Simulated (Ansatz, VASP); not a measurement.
One calculation of Si, two programs

```xyz
2
Lattice="2.7056 0.0000 0.0000 -1.3528 2.3431 0.0000 0.0000 0.0000 4.5063" Properties=species:S:1:pos:R:3 pbc="T T T"
Si    0.0000    1.5621    1.1266
Si    1.3528    0.7810    3.3797
```

Change from the starting cell: strain +0.0150 x Voigt [1, 1, 0, 0, 0, 0], atoms carried along.

Alike in both runs: task single point; functional LDA; k mesh 24 × 24 × 10; occupations gaussian, width 0.15 eV; no spin polarisation.

|  | VASP | Ansatz |
| --- | --- | --- |
| version | VASP 6.6.1 | Ansatz 0.2.0 |
| potentials or method | VASP PAW LDA potentials, release 64 (Si) | scalar-relativistic, plane waves, PAW |
| plane-wave cutoff (eV) | 520 | 420 |
| valence electrons in the cell | 8 | 8 |

```csv
,VASP,Ansatz,Ansatz less VASP
gap on the k mesh at the Fermi level (eV),none,none,-
pressure (GPa),-2.9,-3.0,-0.05
largest component of the traceless stress (GPa),1.63,1.63,+0.002
```

A gap of «none» marks a metal or a gap that the smearing closes.
